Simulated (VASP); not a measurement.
All values below come from LDA (Ceperley-Alder, Perdew-Zunger), VASP's LDA PAW potentials (set 64) (plane waves; VASP).

The input files of a VASP run:

File KPOINTS:
```
Automatic mesh
0
Gamma
13 13 13
0 0 0
```

**INCAR**
```
# general
SYSTEM   =  FeAl
PREC     =  Accurate
ENCUT    =  520
LREAL    =  .FALSE.   # projection in real space or not
LASPH    =  .TRUE.   # aspherical one-centre terms

# electronic loop
EDIFF    =  1E-7
NELM     =  100
ALGO     =  Normal   # blocked Davidson
LMAXMIX  =  4   # l cut-off of mixed one-centre charges

# smearing
ISMEAR   =  1   # Methfessel-Paxton
SIGMA    =  0.1   # width (eV)

# ions
ISIF     =  2   # forces and stress, cell fixed

# output
LWAVE    =  .FALSE.
LCHARG   =  .FALSE.
```

POSCAR:
```
FeAl
2.813070
  1.0000001026   0.0000000000   0.0000000000
  0.0000000000   1.0000001026   0.0000000000
  0.0000000000   0.0000000000   1.0000001026
Al Fe
1 1
Cartesian
  0.5000000513   0.5000000513   0.5000000513
  0.0000000000   0.0000000000   0.0000000000
```

POTCAR, in this order: Al Fe (LDA.64 set). Program: vasp_std.

Question: What will the output report for the number of irreducible k-points (NKPTS), largest plane-wave count, number of space-group operations, FFT grid (NGX, NGY, NGZ)?

Answer: 
number of irreducible k-points (NKPTS): 84
largest plane-wave count: 621
number of space-group operations: 48
FFT grid (NGX, NGY, NGZ): 24 × 24 × 24

The compound is FeAl in the CsCl type structure. It was relaxed first, which changed the volume by -10 %. The run is not spin-polarised, so no magnetic state was tried. The electron count is odd and the run is not spin-polarised, which forces a metal.
